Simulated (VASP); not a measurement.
Output of a VASP run:

### OSZICAR
```
...
       N       E                     dE             d eps       ncg     rms          rms(c)
DAV:   1    -0.238509452758E+02   -0.54107E-02   -0.25013E-01  4393   0.606E+00    0.418E-01
DAV:   2    -0.238455533752E+02    0.53919E-02   -0.10290E-02  4638   0.102E+00    0.225E-01
DAV:   3    -0.238436465087E+02    0.19069E-02   -0.46243E-03  4703   0.635E-01    0.855E-02
DAV:   4    -0.238436481027E+02   -0.15940E-05   -0.11919E-04  4633   0.115E-01    0.471E-02
DAV:   5    -0.238436452018E+02    0.29010E-05   -0.93974E-06  4953   0.319E-02    0.526E-03
DAV:   6    -0.238436449682E+02    0.23360E-06   -0.12398E-06  5018   0.111E-02    0.206E-03
DAV:   7    -0.238436449595E+02    0.86247E-08   -0.65875E-08  2299   0.281E-03
   6 F= -.21382451E+02 E0= -.21382440E+02  d E =0.124531E-03
       N       E                     dE             d eps       ncg     rms          rms(c)
DAV:   1    -0.238473084238E+02   -0.36635E-02   -0.69917E-02  4393   0.320E+00    0.221E-01
DAV:   2    -0.238458103121E+02    0.14981E-02   -0.28780E-03  4643   0.540E-01    0.119E-01
DAV:   3    -0.238452816152E+02    0.52870E-03   -0.12639E-03  4708   0.333E-01    0.476E-02
DAV:   4    -0.238452810787E+02    0.53651E-06   -0.34105E-05  4633   0.616E-02    0.261E-02
DAV:   5    -0.238452796494E+02    0.14292E-05   -0.30110E-06  4973   0.184E-02    0.292E-03
DAV:   6    -0.238452795069E+02    0.14256E-06   -0.38014E-07  4509   0.639E-03    0.107E-03
DAV:   7    -0.238452795038E+02    0.31018E-08   -0.14615E-08  2204   0.140E-03
   7 F= -.21383137E+02 E0= -.21383119E+02  d E =-.561766E-03
       N       E                     dE             d eps       ncg     rms          rms(c)
DAV:   1    -0.238452636650E+02    0.15842E-04   -0.22163E-05  4393   0.571E-02    0.396E-03
DAV:   2    -0.238452631615E+02    0.50355E-06   -0.91368E-07  4628   0.967E-03    0.213E-03
DAV:   3    -0.238452630068E+02    0.15468E-06   -0.41201E-07  4638   0.599E-03    0.830E-04
DAV:   4    -0.238452630119E+02   -0.50986E-08   -0.10189E-08  2184   0.110E-03
   8 F= -.21383138E+02 E0= -.21383119E+02  d E =-.561880E-03
       N       E                     dE             d eps       ncg     rms          rms(c)
DAV:   1    -0.238497507676E+02   -0.44878E-02   -0.96147E-03  4463   0.148E+00    0.316E-01
DAV:   2    -0.238494236645E+02    0.32710E-03   -0.77384E-04  4503   0.368E-01    0.642E-02
DAV:   3    -0.238493725190E+02    0.51146E-04   -0.90300E-05  4738   0.918E-02    0.186E-02
DAV:   4    -0.238493642376E+02    0.82814E-05   -0.19826E-05  4873   0.523E-02    0.242E-02
DAV:   5    -0.238493633716E+02    0.86598E-06   -0.16898E-06  4878   0.153E-02    0.146E-03
DAV:   6    -0.238493632917E+02    0.79893E-07   -0.21616E-07  4386   0.382E-03
   9 F= -.21383102E+02 E0= -.21383087E+02  d E =0.351231E-04
       N       E                     dE             d eps       ncg     rms          rms(c)
DAV:   1    -0.238466663554E+02    0.26970E-02   -0.48319E-03  4463   0.105E+00    0.225E-01
DAV:   2    -0.238465009081E+02    0.16545E-03   -0.38697E-04  4503   0.261E-01    0.457E-02
DAV:   3    -0.238464761160E+02    0.24792E-04   -0.45425E-05  4743   0.654E-02    0.133E-02
DAV:   4    -0.238464729089E+02    0.32071E-05   -0.99321E-06  4878   0.370E-02    0.173E-02
DAV:   5    -0.238464735678E+02   -0.65888E-06   -0.84965E-07  4868   0.109E-02    0.104E-03
DAV:   6    -0.238464735532E+02    0.14515E-07   -0.10100E-07  2508   0.271E-03
  10 F= -.21383145E+02 E0= -.21383128E+02  d E =-.741347E-05
```

### OUTCAR
```
------------------------ aborting loop because EDIFF is reached ----------------------------------------
  FORCE on cell =-STRESS in cart. coord.  units (eV):
  Direction    XX          YY          ZZ          XY          YZ          ZX
  --------------------------------------------------------------------------------------
  Total        2.4641294      2.4641295      2.4628109      0.0000000     -0.0000000     -0.0000000
  in kB      200.0650157    200.0650284    199.9579652      0.0000000     -0.0000000     -0.0000000
  external PRESSURE =       0.0293364 kB  Pullay stress =     200.0000000 kB
  volume of cell :       19.73
      direct lattice vectors                 reciprocal lattice vectors
     1.427330443 -2.472208925 -0.000000000     0.350304306 -0.202248279  0.000000000
     1.427330443  2.472208925 -0.000000000     0.350304306  0.202248279 -0.000000000
     0.000000000  0.000000000  2.796167857     0.000000000 -0.000000000  0.357632321
 POSITION                                       TOTAL-FORCE (eV/Angst)
 -----------------------------------------------------------------------------------
      0.00000      0.00000      0.00000        -0.000000     -0.000000     -0.000000
      1.42733      0.82407      1.39808         0.000000      0.000000      0.000000
 -----------------------------------------------------------------------------------
    total drift:                                0.000000     -0.000370      0.000000
  FREE ENERGIE OF THE ION-ELECTRON SYSTEM (eV)
  ---------------------------------------------------
  free  energy   TOTEN  =       -23.8464735532 eV

  energy  without entropy=      -23.8464214532  energy(sigma->0) =      -23.84645619
  enthalpy is  TOTEN    =       -21.3831449682 eV   P V=        2.4633285851

 reached required accuracy - stopping structural energy minimisation
```
(Selected blocks of OUTCAR.)

File POSCAR:
```
WC
1
    1.4510607390    -2.5133109992    -0.0000000000
    1.4510607390     2.5133109992     0.0000000000
   -0.0000000000    -0.0000000000     2.8291178855
W C
1 1
Direct
  0.0000000000   0.0000000000   0.0000000000
  0.3333330000   0.6666670000   0.5000000000
```

Write an INCAR and KPOINTS that could have produced this output.

One answer among several that fit: the input of the run itself, PBEsol GGA, plane waves, VASP's PBE PAW potentials (set 64).

### KPOINTS
```
Automatic mesh
0
Gamma
14 14 12
0 0 0
```

**INCAR**
```
SYSTEM = WC
PREC = Accurate
ENCUT = 600
EDIFF = 1E-7
NELM = 100
ALGO = Normal
LREAL = .FALSE.
LASPH = .TRUE.
ISMEAR = 1
SIGMA = 0.1
GGA = PS
LMAXMIX = 6
LWAVE = .FALSE.
LCHARG = .FALSE.
ISIF = 3
IBRION = 2
NSW = 40
EDIFFG = -0.01
PSTRESS = 200
```

POTCAR, in this order: W_sv C (PBE.64 set). Program: vasp_std.

Energy and stress use the plane-wave basis of the starting cell.

The compound is WC in the wc structure. This run relaxes it under an external pressure of 20 GPa. Symmetry was kept, so distortions that lower it aren't found.
